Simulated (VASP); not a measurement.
Energy against volume of CsBr (CsCl type). Computed with optB88-vdW, VASP's PBE PAW potentials (set 64) (plane waves; VASP). Numerical set-up: 520 eV cut-off, 6×6×6 Γ-centred mesh, Gaussian smearing of 0.050 eV, potentials Cs_sv Br.

```csv
V (Å³/atom),E (eV/atom)
38.177,-0.86691
39.358,-0.86883
40.539,-0.86694
41.720,-0.86185
```

Q: Fit these four points and predict the energy of the run at 36.997 Å³/atom.

A: A cubic in V^(−2/3), the third-order Birch-Murnaghan form, passes through the four points with V0 = 39.33 Å³/atom and B0 = 17 GPa, and gives -0.8605 eV/atom there. The run gave -0.8604 eV/atom, +0.0 meV/atom from the fit; all five points give B0 = 17 GPa.

The compound is CsBr in the CsCl type structure. It was relaxed first.
